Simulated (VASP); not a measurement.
Here is the system:

```
CELL_PARAMETERS angstrom
      1.82539    -3.16166     0.00000
      1.82539     3.16166     0.00000
      0.00000     0.00000     4.27349
ATOMIC_POSITIONS crystal
  Pt 0.00000 0.00000 0.00000
  Se 0.33333 0.66667 0.28803
  Se 0.66667 0.33333 0.71197
```

These are LDA (Ceperley-Alder, Perdew-Zunger), VASP's LDA PAW potentials (set 64) (plane waves; VASP) values and carry that method's errors. Numerical set-up: 500 eV cut-off, 10×10×7 Γ-centred mesh, first-order Methfessel-Paxton smearing of 0.10 eV, potentials Pt Se.

Energy and stress use the plane-wave basis of the starting cell.

Task: The ions, cell shape and volume at an external pressure of 30.0 GPa are relaxed. Give the cell that the relaxation ends in.

Result: 
```
CELL_PARAMETERS angstrom
      1.80449    -3.12546     0.00000
      1.80449     3.12546     0.00000
      0.00000     0.00000     4.17329
ATOMIC_POSITIONS crystal
  Pt 0.00000 0.00000 0.00000
  Se 0.33333 0.66667 0.29381
  Se 0.66667 0.33333 0.70619
```
Space group P-3m1 (164), at a tolerance of 0.03 Å.

Task: How do energy and volume change from the first to the last step?

Result: The energy (σ→0) changes by +116.3 meV/atom and the volume by -4.6 %, in 6 ionic steps.

| step | E(σ→0) (eV) | max force (eV/Å) | pressure (GPa) | volume (Å³) |
|---|---|---|---|---|
| 1 | -16.6646 | 0.005 | 20.00 | 49.33 |
| 2 | -14.8344 | 2.075 | 70.62 | 42.36 |
| 3 | -16.3911 | 0.410 | 29.50 | 47.55 |
| 4 | -16.3775 | 0.428 | 29.95 | 47.47 |
| 5 | -16.3353 | 0.108 | 29.95 | 47.18 |
| 6 | -16.3156 | 0.011 | 30.01 | 47.07 |

The compound is PtSe2 in the 1T layered structure. This run relaxes it under an external pressure of 30 GPa. Symmetry was kept, so distortions that lower it aren't found.
